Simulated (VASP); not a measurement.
# CaPd4 (Pm-3m) in VASP: a series of runs, part 2 of 2

VASP 6.6.1. Earlier steps stand in the parts before.

## 4. Relaxation of cell and atoms, PBE (random cell by space group and Wyckoff sites (Pm-3m, No. 221))

INCAR reads:

```
PREC = Accurate ; ENCUT = 600
EDIFF = 1E-6 ; ISMEAR = 0
SIGMA = 0.1 ; LREAL = False
LASPH = True ; NELM = 80
ALGO = Fast ; ISIF = 3
LWAVE = False ; LCHARG = False
GGA = PE ; IBRION = 2
NSW = 100 ; EDIFFG = -0.01
```

KPOINTS reads:

```
regular mesh
0
Gamma
  8 8 8
```

POSCAR reads:

```
CaPd4
1.0
    4.8249941028      0.0000000000      0.0000000000
    0.0000000000      4.8249941028      0.0000000000
    0.0000000000      0.0000000000      4.8249941028
Ca Pd
1 4
Direct
    0.5000000000      0.5000000000      0.5000000000
    0.0000000000      0.5000000000      0.5000000000
    0.5000000000      0.0000000000      0.5000000000
    0.5000000000      0.5000000000      0.0000000000
    0.0000000000      0.0000000000      0.0000000000
```

Potentials or basis: VASP PAW PBE potentials, release 64 (Ca_sv, Pd).

Started as:

```console
cat potpaw_PBE.64/Ca_sv/POTCAR potpaw_PBE.64/Pd/POTCAR > POTCAR
mpirun -np 1 vasp_std > vasp.out
```

OUTCAR:

```text
PREC = Accurate
   ENCUT = 600
   EDIFF = 1E-6
   ISMEAR = 0
   LREAL = False
   LASPH = True
   NELM = 80
   ISIF = 3
   GGA = PE
   IBRION = 2
   NSW = 100
   EDIFFG = -0.01

 ion  position               nearest neighbor table
   1  0.500  0.500  0.500-   2 2.41   3 2.41   4 2.41   4 2.41   3 2.41   2 2.41
   2  0.000  0.500  0.500-   1 2.41   1 2.41   4 3.41   5 3.41   4 3.41   5 3.41   3 3.41   5 3.41
                             5 3.41   3 3.41   3 3.41   4 3.41   4 3.41   3 3.41
   3  0.500  0.000  0.500-   1 2.41   1 2.41   4 3.41   5 3.41   4 3.41   5 3.41   2 3.41   2 3.41
                             4 3.41   4 3.41   2 3.41   5 3.41   5 3.41   2 3.41
   4  0.500  0.500  0.000-   1 2.41   1 2.41   3 3.41   5 3.41   2 3.41   2 3.41   3 3.41   3 3.41
                             5 3.41   3 3.41   2 3.41   5 3.41   2 3.41   5 3.41
   5  0.000  0.000  0.000-   2 3.41   3 3.41   4 3.41   2 3.41   3 3.41   2 3.41   4 3.41   2 3.41
                             3 3.41   4 3.41   3 3.41   4 3.41

  LATTYP: Found a simple cubic cell.
 ALAT       =     4.8249941028

  Lattice vectors:

 A1 = (   4.8249941028,   0.0000000000,   0.0000000000)
 A2 = (   0.0000000000,   4.8249941028,   0.0000000000)
 A3 = (   0.0000000000,   0.0000000000,   4.8249941028)

Analysis of symmetry for initial positions (statically):
=====================================================================
 Subroutine PRICEL returns:
 Original cell was already a primitive cell.

 Routine SETGRP: Setting up the symmetry group for a
 simple cubic supercell.

 Subroutine GETGRP returns: Found 48 space group operations
 (whereof 48 operations were pure point group operations)
 out of a pool of 48 trial point group operations.

The static configuration has the point symmetry O_h .

Analysis of symmetry for dynamics (positions and initial velocities):
=====================================================================
 Subroutine PRICEL returns:
 Original cell was already a primitive cell.

 Routine SETGRP: Setting up the symmetry group for a
 simple cubic supercell.

 Subroutine GETGRP returns: Found 48 space group operations
 (whereof 48 operations were pure point group operations)
 out of a pool of 48 trial point group operations.

The dynamic configuration has the point symmetry O_h .

 Subroutine INISYM returns: Found 48 space group operations
 (whereof 48 operations are pure point group operations),
 and found     1 'primitive' translations

----------------------------------------------------------------------------------------

                                     Primitive cell

  volume of cell :     112.3286

  direct lattice vectors                    reciprocal lattice vectors
     4.824994103  0.000000000  0.000000000     0.207254139  0.000000000  0.000000000
     0.000000000  4.824994103  0.000000000     0.000000000  0.207254139  0.000000000
     0.000000000  0.000000000  4.824994103     0.000000000  0.000000000  0.207254139

  length of vectors
[... 133 lines left out ...]
 Free energy of the ion-electron system (eV)
  ---------------------------------------------------
  ext. energy  EPLUGINS =         0.00000000
  ---------------------------------------------------
  free energy    TOTEN  =       -18.35511106 eV

  energy without entropy =      -18.34874140  energy(sigma->0) =      -18.35192623

------------------------ aborting loop because EDIFF is reached ----------------------------------------

  FORCE on cell =-STRESS in cart. coord.  units (eV):
  Direction    XX          YY          ZZ          XY          YZ          ZX
  --------------------------------------------------------------------------------------
  -------------------------------------------------------------------------------------
  Total        0.2356761      0.2356761      0.2356761     -0.0000000     -0.0000000      0.0000000
  in kB        3.3615203      3.3615203      3.3615203     -0.0000000     -0.0000000      0.0000000
  external PRESSURE =       3.3615203 kB  Pullay stress =       0.0000000 kB

 VOLUME and BASIS-vectors are now :
 -----------------------------------------------------------------------------
  energy-cutoff  :      600.00
  volume of cell :      112.33
      direct lattice vectors                 reciprocal lattice vectors
     4.824994103  0.000000000  0.000000000     0.207254139  0.000000000  0.000000000
     0.000000000  4.824994103  0.000000000     0.000000000  0.207254139  0.000000000
     0.000000000  0.000000000  4.824994103     0.000000000  0.000000000  0.207254139

 POSITION                                       TOTAL-FORCE (eV/Angst)
 -----------------------------------------------------------------------------------
      2.41250      2.41250      2.41250         0.000000      0.000000      0.000000
      0.00000      2.41250      2.41250         0.000000      0.000000      0.000000
      2.41250      0.00000      2.41250         0.000000      0.000000      0.000000
      2.41250      2.41250      0.00000         0.000000      0.000000      0.000000
      0.00000      0.00000      0.00000         0.000000      0.000000      0.000000
 -----------------------------------------------------------------------------------
    total drift:                               -0.000000     -0.000000     -0.000000

  FREE ENERGIE OF THE ION-ELECTRON SYSTEM (eV)
  ---------------------------------------------------
  free  energy   TOTEN  =       -18.3551110647 eV

  energy  without entropy=      -18.3487414027  energy(sigma->0) =      -18.35192623

--------------------------------------- Ionic step        2  -------------------------------------------

 number of electron      50.0000008 magnetization

 Free energy of the ion-electron system (eV)
  ---------------------------------------------------
  ext. energy  EPLUGINS =         0.00000000
  ---------------------------------------------------
  free energy    TOTEN  =       -18.35594507 eV

  energy without entropy =      -18.34953941  energy(sigma->0) =      -18.35274224

 E-fermi :   4.0641     XC(G=0): -10.3249

 val. band max:        4.0253565665   @ k =   0.3750   0.1250   0.0000
 cond. band min:       4.1777502956   @ k =   0.3750   0.1250   0.1250
 fundamental gap:      0.1523937291
 Fermi energy:         4.0641261600

 k-point     1 :       0.0000    0.0000    0.0000
  band No.  band energies     occupation
      1     -35.0291      2.00000
      2     -16.2453      2.00000
      3     -16.2453      2.00000
      4     -16.2453      2.00000
      5       0.0749      2.00000
      6       0.8454      2.00000
[... 781 lines left out ...]
     29       8.1145      0.00000
     30       8.6970      0.00000

 [... further k-points ...]

------------------------ aborting loop because EDIFF is reached ----------------------------------------

  FORCE on cell =-STRESS in cart. coord.  units (eV):
  Direction    XX          YY          ZZ          XY          YZ          ZX
  --------------------------------------------------------------------------------------
  -------------------------------------------------------------------------------------
  Total        0.0144150      0.0144150      0.0144150      0.0000000      0.0000000      0.0000000
  in kB        0.2042088      0.2042088      0.2042088      0.0000000      0.0000000      0.0000000
  external PRESSURE =       0.2042088 kB  Pullay stress =       0.0000000 kB

 VOLUME and BASIS-vectors are now :
 -----------------------------------------------------------------------------
  energy-cutoff  :      600.00
  volume of cell :      113.10
      direct lattice vectors                 reciprocal lattice vectors
     4.835965792 -0.000000000  0.000000000     0.206783928  0.000000000  0.000000000
    -0.000000000  4.835965792  0.000000000     0.000000000  0.206783928  0.000000000
    -0.000000000 -0.000000000  4.835965792    -0.000000000 -0.000000000  0.206783928

 POSITION                                       TOTAL-FORCE (eV/Angst)
 -----------------------------------------------------------------------------------
      2.41798      2.41798      2.41798        -0.000000      0.000000      0.000000
     -0.00000      2.41798      2.41798         0.000000      0.000000      0.000000
      2.41798     -0.00000      2.41798         0.000000      0.000000      0.000000
      2.41798      2.41798      0.00000        -0.000000     -0.000000      0.000000
      0.00000      0.00000      0.00000        -0.000000     -0.000000      0.000000
 -----------------------------------------------------------------------------------
    total drift:                               -0.000000     -0.000000     -0.000000

  FREE ENERGIE OF THE ION-ELECTRON SYSTEM (eV)
  ---------------------------------------------------
  free  energy   TOTEN  =       -18.3559450706 eV

  energy  without entropy=      -18.3495394076  energy(sigma->0) =      -18.35274224

 reached required accuracy - stopping structural energy minimisation
```

CONTCAR:

```text
CaPd4
   1.00000000000000
     4.8359657918703478   -0.0000000000000000    0.0000000000000000
    -0.0000000000000000    4.8359657918703478    0.0000000000000000
    -0.0000000000000000   -0.0000000000000000    4.8359657918703478
  Ca              Pd
     1     4
Direct
     0.5000000000000000    0.5000000000000000    0.5000000000000000
     0.0000000000000000    0.5000000000000000    0.5000000000000000
     0.5000000000000000    0.0000000000000000    0.5000000000000000
     0.5000000000000000    0.5000000000000000    0.0000000000000000
     0.0000000000000000    0.0000000000000000    0.0000000000000000

  0.00000000E+00  0.00000000E+00  0.00000000E+00
  0.00000000E+00  0.00000000E+00  0.00000000E+00
  0.00000000E+00  0.00000000E+00  0.00000000E+00
  0.00000000E+00  0.00000000E+00  0.00000000E+00
  0.00000000E+00  0.00000000E+00  0.00000000E+00
```

It took 4.5 min on 1 thread of Intel Xeon Platinum 8559C (Emerald Rapids), shared host; peak memory 0.33 GiB.

Results:

| Property | Result |
| --- | --- |
| Free energy | -18.3559 eV |
| Relaxed volume | 22.62 Å³/atom |
| Relaxed cell | a = 4.836 Å, b = 4.836 Å, c = 4.836 Å, α = 90.00°, β = 90.00°, γ = 90.00° |
| Space group after relaxing (to 0.05 Å) | Pm-3m (No. 221) |
| Energy gained by relaxing | 0.2 meV/atom |
| Ionic steps | 2 |
| Pressure after relaxing | 0.0 GPa |
| Band gap on the k mesh | none (metal or under the smearing width) |

The path:
```csv
step,energy change (eV),largest force (eV/Å),pressure (GPa),volume (Å³)
1,0.0000,0.0000,0.34,112.33
2,-0.0008,0.0000,0.02,113.10
```

Final structure:
```cif
data_structure
_symmetry_space_group_name_H-M 'P 1'
_symmetry_Int_Tables_number 1
_cell_length_a 4.8360
_cell_length_b 4.8360
_cell_length_c 4.8360
_cell_angle_alpha 90.000
_cell_angle_beta 90.000
_cell_angle_gamma 90.000
_cell_volume 113.10
loop_
_atom_site_label
_atom_site_type_symbol
_atom_site_fract_x
_atom_site_fract_y
_atom_site_fract_z
_atom_site_occupancy
Ca1 Ca 0.50000 0.50000 0.50000 1
Pd1 Pd 0.00000 0.50000 0.50000 1
Pd2 Pd 0.50000 0.00000 0.50000 1
Pd3 Pd 0.50000 0.50000 0.00000 1
Pd4 Pd 0.00000 0.00000 0.00000 1
```

## 5. Summary

| task | cell | cutoff (eV) | gap on the mesh (eV) | pressure (GPa) |
| --- | --- | --- | --- | --- |
| single point | as given | 520 | none | 0.3 |
| single point | random cell by space group and Wyckoff sites (Pm-3m, No. 221) | 520 | none | 0.3 |
| relaxation of cell and atoms | relaxed from: random cell by space group and Wyckoff sites (Pm-3m, No. 221) | 600 | none | 0.0 |

Alike in all rows: level PBE; potentials or basis VASP PAW PBE potentials, release 64 (Ca_sv, Pd); no spin polarisation; k mesh 8 × 8 × 8; smearing gaussian 0.1 eV.

Absolute energies hang on the potentials; compare differences alone.
